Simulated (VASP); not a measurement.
Given:

```
CELL_PARAMETERS angstrom
      3.45611     0.00000     0.00000
      0.00000     3.45611     0.00000
      0.00000     0.00000     3.45611
ATOMIC_POSITIONS crystal
  Si 0.00000 0.00000 0.00000
  Ni 0.00000 0.50000 0.50000
  Ni 0.50000 0.00000 0.50000
  Ni 0.50000 0.50000 0.00000
```

Level of theory: AM05 GGA, VASP's PBE PAW potentials (set 64) (plane waves; VASP). Run with 520 eV cut-off, 10×10×10 Γ-centred mesh, tetrahedra with Blöchl corrections, potentials Si Ni.

The cores are frozen, which limits the accuracy of field gradients.

Task: Give the principal components of the electric field gradient (V/Å²) and the asymmetry η at each nucleus.

Result: 
| atom | Vxx | Vyy | Vzz | η |
|---|---|---|---|---|
| Si1 | 0.0 | 0.0 | 0.0 | - |
| Ni2 | 22.8 | 22.8 | -45.5 | 0.00 |
| Ni3 | 22.8 | 22.8 | -45.5 | 0.00 |
| Ni4 | 22.8 | 22.8 | -45.5 | 0.00 |

The compound is Ni3Si in the L1_2 structure. It was relaxed first. The run is not spin-polarised, so no magnetic state was tried.
